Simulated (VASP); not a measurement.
Runs of VASP 6.6.1 on ZrC. Symmetry: Fm-3m, No. 225, cubic system. The conventional cell has a = 4.700 Å, b = 4.700 Å, c = 4.700 Å, α = 90.00°, β = 90.00°, γ = 90.00°. Zr (site symmetry m-3m) is surrounded by 6 C at 2.35 Å. C (site symmetry m-3m) has 6 Zr at 2.35 Å as nearest neighbours. 

```csv
level,potentials or basis,cutoff (eV),gap on the mesh (eV),pressure (GPa),relaxed volume (Å³/atom)
PBEsol,"VASP PAW PBE potentials, release 64 (Zr_sv, C)",600,none,0.0,12.74
PBEsol,"VASP PAW PBE potentials, release 64 (Zr_sv, C)",580,none,0.0,12.74
RPBE,"VASP PAW PBE potentials, release 64 (Zr_sv, C)",600,none,0.0,(a)
LDA,"VASP PAW LDA potentials, release 64 (Zr_sv, C)",600,none,0.0,12.53
PBEsol,"VASP PAW PBE potentials, release 64 (Zr_sv, C_s)",480,none,0.0,12.74
```

Alike in all rows: task relaxation of cell and atoms; no spin polarisation; cell relaxed; k mesh 16 × 16 × 16; smearing gaussian 0.1 eV.

Estimate the missing entries.

(a) 13.26.

Caveats: the PAW data sets were made with another functional, which shifts forces and pressure a little (some runs).

A k mesh can miss the band edges, and the runs leave out spin-orbit coupling on Zr.

A gap of «none» marks a metal or a gap under the smearing width.

Runs at the PBE level aren't shown here.
